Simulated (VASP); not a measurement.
Data:

```xyz
4
Lattice="3.5812 0.0000 0.0000 -1.7906 3.1014 0.0000 0.0000 0.0000 6.1412" Properties=species:S:1:pos:R:3 pbc="T T T"
Cd     0.0000     0.0000     0.0000
Cd     0.0000     0.0000     3.0706
S      0.0000     2.0676     1.5353
S      1.7906     1.0338     4.6059
```

These are PBEsol GGA, VASP's PBE PAW potentials (set 64) (plane waves; VASP) values and carry that method's errors. Numerical set-up: 500 eV cut-off, 7×7×4 Γ-centred mesh, Gaussian smearing of 0.050 eV, potentials Cd S.

Task: What does the run give for the energy per atom (σ→0), pressure?

Result: 
The energy per atom (σ→0) is -3.114 eV/atom and the pressure comes out as 20.00 GPa.

Total energies compare only between runs with the same potentials, cut-off and functional.

The structure was generated: CdS was put into the NiAs type type (P6_3/mmc), which need not be its known phase. It was relaxed first under an external pressure of 20 GPa.
